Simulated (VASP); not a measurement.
Input:

```
Li2Se
1.0
    0.00000     2.78657     2.78657
    2.78657     0.00000     2.78657
    2.78657     2.78657     0.00000
Li Se
2 1
Direct
  0.25000   0.25000   0.25000
  0.75000   0.75000   0.75000
  0.00000   0.00000   0.00000
```

Calculation: PBEsol GGA, VASP's PBE PAW potentials (set 64) (plane waves; VASP). Settings: 620 eV cut-off, 7×7×7 Γ-centred mesh, Gaussian smearing of 0.050 eV, potentials Li_sv Se.

Energy and stress use the plane-wave basis of the starting cell.

**Question.** The ions, cell shape and volume at an external pressure of 20.0 GPa are relaxed. Give the cell that the relaxation ends in.

**Answer.** 
```
Li2Se
1.0
    0.00000     2.68122     2.68122
    2.68122     0.00000     2.68122
    2.68122     2.68122     0.00000
Li Se
2 1
Cartesian
  1.34061   1.34061   1.34061
  4.02183   4.02183   4.02183
  0.00000   0.00000   0.00000
```
Space group Fm-3m (225), at a tolerance of 0.03 Å.

**Question.** How do energy and volume change from the first to the last step?

**Answer.** The energy (σ→0) changes by +143.6 meV/atom and the volume by -10.9 %, in 3 ionic steps.

The compound is Li2Se in the antifluorite structure. This run relaxes it under an external pressure of 20 GPa. Symmetry was kept, so distortions that lower it aren't found.
